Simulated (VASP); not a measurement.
An input for Quantum ESPRESSO's pw.x (written as the equivalent of a VASP run, and not itself run):

```
&CONTROL
  calculation = 'scf'
  pseudo_dir = './pseudo'
  outdir = './out'
  tprnfor = .true.
  tstress = .true.
/
&SYSTEM
  ibrav = 0
  nat = 6
  ntyp = 2
  ecutwfc = 86
  occupations = 'smearing'
  smearing = 'gaussian'
  degauss = 0.01999
  input_dft = 'pbe'
/
&ELECTRONS
  conv_thr = 7.3e-08
  electron_maxstep = 100
/
ATOMIC_SPECIES
  W 183.840 W.upf
  Se 78.971 Se.upf
CELL_PARAMETERS angstrom
     3.3830090    0.0000000    0.0000000
    -1.6915040    2.9297720    0.0000000
     0.0000000    0.0000000   13.9981970
ATOMIC_POSITIONS crystal
  W    0.6666670  0.3333330  0.7500000
  W    0.3333330  0.6666670  0.2500000
  Se   0.3333330  0.6666670  0.8710000
  Se   0.6666670  0.3333330  0.1290000
  Se   0.6666670  0.3333330  0.3710000
  Se   0.3333330  0.6666670  0.6290000
K_POINTS automatic
  4 4 4 1 1 1
```

Problem. Translate this input to VASP (INCAR, KPOINTS, POSCAR, choice of POTCAR).

Solution. Several could match; the one computed here: 
File POSCAR:
```
WSe2
3.3830090
  1.0000000000   0.0000000000   0.0000000000
 -0.4999998522   0.8660254820   0.0000000000
  0.0000000000   0.0000000000   4.1377947856
W Se
2 4
Cartesian
  0.5000005493   0.2886748720   3.1033460892
 -0.0000004015   0.5773506100   1.0344486964
 -0.0000004015   0.5773506100   3.6040192583
  0.5000005493   0.2886748720   0.5337755273
  0.5000005493   0.2886748720   1.5351218655
 -0.0000004015   0.5773506100   2.6026729202
```

INCAR:
```
! general
SYSTEM   =  WSe2
PREC     =  Accurate
ENCUT    =  300   ! plane-wave cut-off (eV)
LREAL    =  .FALSE.   ! projection in real space or not
LASPH    =  .TRUE.   ! aspherical one-centre terms

! electronic loop
EDIFF    =  1E-6   ! SCF stop (eV)
NELM     =  100   ! most electronic steps
ALGO     =  Normal   ! blocked Davidson
LMAXMIX  =  6   ! l cut-off of mixed one-centre charges

! smearing
ISMEAR   =  0
SIGMA    =  0.272   ! width (eV)

! functional
GGA      =  PE

! ions
ISIF     =  2   ! forces and stress, cell fixed

! output
LWAVE    =  .FALSE.
LCHARG   =  .FALSE.
```

File KPOINTS:
```
Automatic mesh
0
Gamma
4 4 4
0.5 0.5 0.5
```

POTCAR, in this order: W_sv Se (PBE.64 set). Program: vasp_std.

What does not carry over: the potentials are each code's own (VASP's PAW set, PseudoDojo norm-conserving files in pw.x), so ENCUT and ecutwfc are chosen apart and not converted; conv_thr bounds pw.x's estimated SCF error, while EDIFF bounds the energy change between steps.

The structure comes from a computed database's WSe2 entry; how it stands against other phases isn't given here. The cell was not relaxed at this level. The k-mesh is coarse (spacing up to 0.54 per Å, 2π included), so the numbers may not be converged in it. The run is one of a series of settings (ISMEAR = 0, SIGMA = 0.272, KPOINTS 4×4×4 Γ-centred mesh shifted by (0.5, 0.5, 0.5) against the base run), some of them coarse on purpose.
